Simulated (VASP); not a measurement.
Output of a VASP run:

OSZICAR:
```
       N       E                     dE             d eps       ncg     rms          rms(c)
DAV:   1     0.736665145533E+02    0.73667E+02   -0.65633E+03  6998   0.164E+03
DAV:   2     0.338796821246E+01   -0.70279E+02   -0.69345E+02  7094   0.286E+02
DAV:   3     0.688152357436E+00   -0.26998E+01   -0.26887E+01  8156   0.646E+01
DAV:   4     0.627830149999E+00   -0.60322E-01   -0.60305E-01  8822   0.988E+00
DAV:   5     0.625026571501E+00   -0.28036E-02   -0.28035E-02  8662   0.173E+00    0.185E+00
DAV:   6     0.644920836031E+00    0.19894E-01   -0.37553E-02  8152   0.420E+00    0.932E-01
DAV:   7     0.649034274993E+00    0.41134E-02   -0.11411E-02  9360   0.210E+00    0.238E-01
DAV:   8     0.649330180135E+00    0.29591E-03   -0.72763E-04  7778   0.542E-01    0.306E-02
DAV:   9     0.649326472424E+00   -0.37077E-05   -0.16939E-05  9384   0.694E-02    0.154E-02
DAV:  10     0.649322250088E+00   -0.42223E-05   -0.50481E-06  7494   0.210E-02    0.204E-03
DAV:  11     0.649322252547E+00    0.24584E-08   -0.75578E-08  5934   0.310E-03
   1 F= 0.64932225E+00 E0= 0.64937614E+00  d E =0.649322E+00
```

### OUTCAR
```
------------------------ aborting loop because EDIFF is reached ----------------------------------------
  FORCE on cell =-STRESS in cart. coord.  units (eV):
  Direction    XX          YY          ZZ          XY          YZ          ZX
  --------------------------------------------------------------------------------------
  Total        0.1943166      0.1943166      0.1946726      0.0000000      0.0000000      0.0000000
  in kB       11.6935949     11.6935949     11.7150189      0.0000000      0.0000000      0.0000000
  external PRESSURE =      11.7007363 kB  Pullay stress =       0.0000000 kB
  volume of cell :       26.62
      direct lattice vectors                 reciprocal lattice vectors
    -1.617667864  1.617667864  2.543511404     0.000000000  0.309086934  0.196578635
     1.617667864 -1.617667864  2.543511404     0.309086934  0.000000000  0.196578635
     1.617667864  1.617667864 -2.543511404     0.309086934  0.309086934  0.000000000
 POSITION                                       TOTAL-FORCE (eV/Angst)
 -----------------------------------------------------------------------------------
      0.00000      0.00000      0.00000         0.000000     -0.000000     -0.000000
 -----------------------------------------------------------------------------------
    total drift:                                0.000000     -0.000000      0.000000
  FREE ENERGIE OF THE ION-ELECTRON SYSTEM (eV)
  ---------------------------------------------------
  free  energy   TOTEN  =         0.6493222525 eV

  energy  without entropy=        0.6494839192  energy(sigma->0) =        0.64937614

 reached required accuracy - stopping structural energy minimisation
```
(Selected blocks of OUTCAR.)

**POSCAR**
```
In
1
   -1.6176678638     1.6176678638     2.5435114036
    1.6176678638    -1.6176678638     2.5435114036
    1.6176678638     1.6176678638    -2.5435114036
In
1
Direct
  0.0000000000   0.0000000000   0.0000000000
```

Write an INCAR and KPOINTS that could have produced this output.

Several could match; the one computed here: the input of the run itself, optB88-vdW, plane waves, VASP's PBE PAW potentials (set 64).

**INCAR**
```
AGGAC = 0.0
ALGO = Normal
EDIFF = 1E-7
EDIFFG = -0.01
ENCUT = 520
GGA = BO
IBRION = 2
ISIF = 4
ISMEAR = 1
LASPH = .TRUE.
LCHARG = .FALSE.
LMAXMIX = 4
LREAL = .FALSE.
LUSE_VDW = .TRUE.
LWAVE = .FALSE.
NELM = 100
NSW = 30
PARAM1 = 0.1833333333
PARAM2 = 0.22
PREC = Accurate
SIGMA = 0.1
SYSTEM = In
```

**KPOINTS**
```
Regular mesh
0
gamma
16 16 16
0 0 0
```

POTCAR, in this order: In_d (PBE.64 set). Program: vasp_std.

The compound is In in the bct structure. This cell is one point of a volume scan, at 0.97 of the reference volume.
